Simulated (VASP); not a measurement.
Output of a VASP run:

File OUTCAR:
```
 ion  position               nearest neighbor table
   1  0.000  0.000  0.000-   2 2.80   2 2.80   2 2.80   2 2.80
   2  0.250  0.250  0.250-   1 2.80   1 2.80   1 2.80   1 2.80
  LATTYP: Found a face centered cubic cell.
 ALAT       =     6.4600000000
 Subroutine PRICEL returns:
 Original cell was already a primitive cell.
 Subroutine GETGRP returns: Found 24 space group operations
The static configuration has the point symmetry T_d .
The dynamic configuration has the point symmetry T_d .
 Subroutine INISYM returns: Found 24 space group operations
 Subroutine IBZKPT returns following result:
 Found     20 irreducible k-points:

 Following reciprocal coordinates:
            Coordinates               Weight
  0.000000  0.000000  0.000000      1.000000
  0.142857  0.000000  0.000000      8.000000
  0.285714  0.000000  0.000000      8.000000
  0.428571  0.000000  0.000000      8.000000
  0.142857  0.142857  0.000000      6.000000
  0.285714  0.142857  0.000000     24.000000
  0.428571  0.142857  0.000000     24.000000
 -0.428571  0.142857  0.000000     24.000000
 -0.285714  0.142857  0.000000     24.000000
 -0.142857  0.142857  0.000000     12.000000
  0.285714  0.285714  0.000000      6.000000
  0.428571  0.285714  0.000000     24.000000
 -0.428571  0.285714  0.000000     24.000000
 -0.285714  0.285714  0.000000     12.000000
  0.428571  0.428571  0.000000      6.000000
 -0.428571  0.428571  0.000000     12.000000
  0.428571  0.285714  0.142857     24.000000
 -0.428571  0.285714  0.142857     48.000000
 -0.428571  0.428571  0.142857     24.000000
 -0.285714  0.428571  0.142857     24.000000
   k-points           NKPTS =     20   k-points in BZ     NKDIM =     20   number of bands    NBANDS=     13
   number of dos      NEDOS =    301   number of ions     NIONS =      2
   total plane-waves  NPLWV =  46656
   dimension x,y,z NGX =    36 NGY =   36 NGZ =   36
   dimension x,y,z NGXF=    72 NGYF=   72 NGZF=   72
   ions per type =               1   1
   PREC   = accura    normal or accurate (medium, high low for compatibility)
   ISTART =      0    job   : 0-new  1-cont  2-samecut
   ICHARG =      2    charge: 1-file 2-atom 10-const
   ISPIN  =      1    spin polarized calculation?
   LNONCOLLINEAR =      F non collinear calculations
   LSORBIT =      F    spin-orbit coupling
   INIWAV =      1    electr: 0-lowe 1-rand  2-diag
   ENCUT  =  520.0 eV  38.22 Ry    6.18 a.u.   8.49  8.49  8.49*2*pi/ulx,y,z
   NELM   =    100;   NELMIN=  2; NELMDL= -5     # of ELM steps
   EDIFF  = 0.1E-05   stopping-criterion for ELM
   LREAL  =      F    real-space projection
   NLSPLINE    = F    spline interpolate recip. space projectors
   LMAXMIX     =    6 max onsite mixed and CHGCAR
   VOSKOWN=      0    Vosko Wilk Nusair interpolation
   EDIFFG = -.1E-01   stopping-criterion for IOM
   NSW    =     60    number of steps for IOM
   NBLOCK =      1;   KBLOCK =     60    inner block; outer block
   IBRION =      2    ionic relax: 0-MD 1-quasi-New 2-CG
   NFREE  =      1    steps in history (QN), initial steepest desc. (CG)
   ISIF   =      3    stress and relaxation
   ISYM   =      2    0-nonsym 1-usesym 2-fastsym
   TEIN   =    0.0    initial temperature
   TEBEG  =    0.0;   TEEND  =   0.0 temperature during run
   SMASS  =  -3.00    Nose mass-parameter (am)
   PSTRESS=    0.0 pullay stress
   NELECT =      18.0000    total number of electrons
   EFERMI =   0.00;   METHOD = LEGACY
   ISMEAR =     0;   SIGMA  =   0.05  broadening in eV -4-tet -1-fermi 0-gaus
   IALGO  =     38    algorithm
   LDIAG  =      T    sub-space diagonalisation (order eigenvalues)
   IMIX   =      4    mixing-type and parameters
     AMIX     =   0.40;   BMIX     =  1.00
     AMIX_MAG =   1.60;   BMIX_MAG =  1.00
     AMIN     =   0.10
   GGA     = MK    functional components
   VOSKOWN =     0    Vosko Wilk Nusair interpolation
   LHFCALC =     F    Hartree Fock is set to
   LHFONE  =     F    Hartree Fock one center treatment
...
```

### OSZICAR
```
       N       E                     dE             d eps       ncg     rms          rms(c)
DAV:   1     0.114115028141E+03    0.11412E+03   -0.83350E+03   520   0.121E+03
DAV:   2     0.480615450370E+01   -0.10931E+03   -0.10403E+03   575   0.266E+02
DAV:   3     0.366696333303E+00   -0.44395E+01   -0.44200E+01   615   0.564E+01
DAV:   4     0.324007905137E+00   -0.42688E-01   -0.42681E-01   711   0.513E+00
DAV:   5     0.323799847304E+00   -0.20806E-03   -0.20806E-03   633   0.306E-01    0.791E+00
DAV:   6     0.536882363217E+00    0.21308E+00   -0.52367E-01   600   0.107E+01    0.628E+00
DAV:   7     0.544614863808E+00    0.77325E-02   -0.11368E-01   580   0.268E+00    0.223E+00
DAV:   8     0.545839712352E+00    0.12248E-02   -0.11472E-02   540   0.147E+00    0.637E-01
DAV:   9     0.545939792805E+00    0.10008E-03   -0.80008E-04   575   0.358E-01    0.132E-01
DAV:  10     0.545928971211E+00   -0.10822E-04   -0.88509E-05   585   0.100E-01    0.496E-02
DAV:  11     0.545922032445E+00   -0.69388E-05   -0.24210E-05   590   0.476E-02    0.326E-02
DAV:  12     0.545923540864E+00    0.15084E-05   -0.40056E-06   540   0.200E-02    0.161E-02
DAV:  13     0.545923554079E+00    0.13215E-07   -0.23744E-07   280   0.358E-03
   1 F= 0.54592355E+00 E0= 0.54603599E+00  d E =0.545924E+00
       N       E                     dE             d eps       ncg     rms          rms(c)
DAV:   1    -0.547695102969E+00   -0.10936E+01   -0.22708E+01   545   0.599E+01    0.103E+01
DAV:   2     0.377847338635E+00    0.92554E+00   -0.22643E+00   535   0.220E+01    0.347E+00
DAV:   3     0.487056169742E+00    0.10921E+00   -0.24842E-01   555   0.511E+00    0.333E+00
DAV:   4     0.511862226398E+00    0.24806E-01   -0.34473E-02   550   0.119E+00    0.893E-01
DAV:   5     0.513950067720E+00    0.20878E-02   -0.40914E-03   550   0.690E-01    0.505E-01
DAV:   6     0.514047109227E+00    0.97042E-04   -0.54866E-04   520   0.198E-01    0.265E-01
DAV:   7     0.514152649543E+00    0.10554E-03   -0.30303E-04   610   0.216E-01    0.218E-02
DAV:   8     0.514147820662E+00   -0.48289E-05   -0.36958E-05   535   0.569E-02    0.218E-02
DAV:   9     0.514147694625E+00   -0.12604E-06   -0.13112E-06   420   0.110E-02
   2 F= 0.51414769E+00 E0= 0.51426013E+00  d E =-.317759E-01
       N       E                     dE             d eps       ncg     rms          rms(c)
DAV:   1     0.441033105512E+00   -0.73115E-01   -0.14117E+00   565   0.143E+01    0.188E+00
DAV:   2     0.503894664699E+00    0.62862E-01   -0.17015E-01   550   0.611E+00    0.593E-01
DAV:   3     0.509801347795E+00    0.59067E-02   -0.18616E-02   540   0.127E+00    0.580E-01
DAV:   4     0.510642584637E+00    0.84124E-03   -0.20430E-03   550   0.388E-01    0.995E-02
DAV:   5     0.510718013341E+00    0.75429E-04   -0.29784E-04   543   0.221E-01    0.987E-02
DAV:   6     0.510716267682E+00   -0.17457E-05   -0.61796E-05   540   0.802E-02    0.397E-02
DAV:   7     0.510720202242E+00    0.39346E-05   -0.13548E-05   555   0.468E-02    0.736E-03
DAV:   8     0.510720051889E+00   -0.15035E-06   -0.86677E-07   265   0.830E-03
   3 F= 0.51072005E+00 E0= 0.51083249E+00  d E =-.352035E-01
```

**OUTCAR**
```
------------------------ aborting loop because EDIFF is reached ----------------------------------------
  FORCE on cell =-STRESS in cart. coord.  units (eV):
  Direction    XX          YY          ZZ          XY          YZ          ZX
  --------------------------------------------------------------------------------------
  Total        0.0037250      0.0037250      0.0037250      0.0000000      0.0000000      0.0000000
  in kB        0.0831934      0.0831934      0.0831934      0.0000000      0.0000000      0.0000000
  external PRESSURE =       0.0831934 kB  Pullay stress =       0.0000000 kB
  volume of cell :       71.74
      direct lattice vectors                 reciprocal lattice vectors
    -0.000000000  3.297912096  3.297912096    -0.151611076  0.151611076  0.151611076
     3.297912096  0.000000000  3.297912096     0.151611076 -0.151611076  0.151611076
     3.297912096  3.297912096  0.000000000     0.151611076  0.151611076 -0.151611076
 POSITION                                       TOTAL-FORCE (eV/Angst)
 -----------------------------------------------------------------------------------
      0.00000      0.00000      0.00000        -0.000000     -0.000000     -0.000000
      1.64896      1.64896      1.64896         0.000000      0.000000      0.000000
 -----------------------------------------------------------------------------------
    total drift:                                0.000000      0.000000      0.000000
  FREE ENERGIE OF THE ION-ELECTRON SYSTEM (eV)
  ---------------------------------------------------
  free  energy   TOTEN  =         0.5107200519 eV

  energy  without entropy=        0.5109449241  energy(sigma->0) =        0.51083249

 reached required accuracy - stopping structural energy minimisation
```
(Selected blocks of OUTCAR.)

**POSCAR**
```
HgTe
1
    0.0000000000     3.2300000000     3.2300000000
    3.2300000000     0.0000000000     3.2300000000
    3.2300000000     3.2300000000     0.0000000000
Hg Te
1 1
Direct
  0.0000000000   0.0000000000   0.0000000000
  0.2500000000   0.2500000000   0.2500000000
```

### Question
Write an INCAR and KPOINTS that could have produced this output.

### Answer
Several could match; the one computed here: the input of the run itself, rev-vdW-DF2, plane waves, VASP's PBE PAW potentials (set 64).

INCAR:
```
SYSTEM = HgTe
PREC = Accurate
ENCUT = 520
EDIFF = 1E-6
NELM = 100
ALGO = Normal
LREAL = .FALSE.
LASPH = .TRUE.
ISMEAR = 0
SIGMA = 0.05
GGA = MK
PARAM1 = 0.1234568
PARAM2 = 0.7114
ZAB_VDW = -1.8867
LUSE_VDW = .TRUE.
AGGAC = 0.0
LMAXMIX = 6
LWAVE = .FALSE.
LCHARG = .FALSE.
IBRION = 2
ISIF = 3
NSW = 60
EDIFFG = -0.01
```

### KPOINTS
```
Automatic
0
Gamma
 7 7 7
```

POTCAR, in this order: Hg Te (PBE.64 set). Program: vasp_std.

Energy and stress use the plane-wave basis of the starting cell.

The compound is HgTe in the zinc blende structure. This run relaxes it. Symmetry was kept, so distortions that lower it aren't found.
